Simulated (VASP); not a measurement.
A run of VASP 6.6.1:

INCAR

```
SYSTEM = Pt
  PREC = Accurate
  ENCUT = 520
  EDIFF = 1E-6
  ISMEAR = 0
  SIGMA = 0.1
  LREAL = .FALSE.
  LASPH = .TRUE.
  NELM = 120
  ALGO = Normal
  ISIF = 3
  LWAVE = .FALSE.
  LCHARG = .FALSE.
  GGA = PE
  IBRION = 2
  NSW = 90
  EDIFFG = -0.01
```

The input KPOINTS:

```
regular mesh
0
G
  19 19 19
  0 0 0
```

File POSCAR:

```
Pt
1.0
    0.0000000000      1.9609000000      1.9609000000
    1.9609000000      0.0000000000      1.9609000000
    1.9609000000      1.9609000000      0.0000000000
Pt
1
Direct
    0.0000000000      0.0000000000      0.0000000000
```

Potentials or basis: VASP PAW PBE potentials, release 64 (Pt).

Run with:

```bash
$ cat potpaw_PBE.64/Pt/POTCAR > POTCAR
$ mpirun -np 1 vasp_std > vasp.out
```

Hardware: 1 thread of Intel(R) Xeon(R) Platinum 8488C (Sapphire Rapids), with other jobs on the host.

Task: How long does it take, and how much memory?

Result: It took 32 s on 1 thread of Intel(R) Xeon(R) Platinum 8488C (Sapphire Rapids), with other jobs on the host, peak memory 0.17 GiB. Counts: scf iterations 29, k points 220, ion steps 4.
